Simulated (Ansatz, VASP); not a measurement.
## Two plane-wave programs on BiO6

```
CELL_PARAMETERS angstrom
4.90014 0.00000 0.00000
0.00000 4.90014 0.00000
0.00000 0.00000 4.90014
ATOMIC_POSITIONS crystal
Bi 0.00000 0.00000 0.00000
O 0.12762 0.50000 0.50000
O 0.50000 0.87238 0.50000
O 0.50000 0.12762 0.50000
O 0.87238 0.50000 0.50000
O 0.50000 0.50000 0.12762
O 0.50000 0.50000 0.87238
```

Change from the starting cell: species swapped into the DyB6 type (Pm-3m, No. 221).

Alike in both runs: functional PBE; k mesh 4 × 4 × 4; occupations gaussian, width 0.1 eV; no spin polarisation.

Ansatz relaxed the structure, and its values are those at the end. VASP's run is a single point on that final structure, the one shown.

|  | VASP | Ansatz |
| --- | --- | --- |
| version | VASP 6.6.1 | Ansatz 0.2.0 |
| potentials or method | VASP PAW PBE potentials, release 64 (Bi_d, O) | scalar-relativistic, plane waves, PAW |
| plane-wave cutoff (eV) | 520 | 420 |
| valence electrons in the cell | 51 | 51 |

Ansatz gave:

```
gap on the k mesh at the Fermi level (eV) : none
pressure (GPa)                            : 0.2
rms of the force components (eV/Å)        : 0.007
```

Problem. Which values does VASP return?

Solution. gap on the k mesh at the Fermi level (eV): none; pressure (GPa): 1.4; rms of the force components (eV/Å): 0.471.

A gap of «none» marks a metal or a gap that the smearing closes. One of these differences is far larger than is usual between the two programs; its cause wasn't traced.

Caveats: the standard files for N, O and F lose accuracy on very short bonds; spin-orbit coupling is left out, which moves the levels of the heavy elements; an odd number of electrons without spin polarisation forces a metal; a magnetic or distorted state may lie lower.
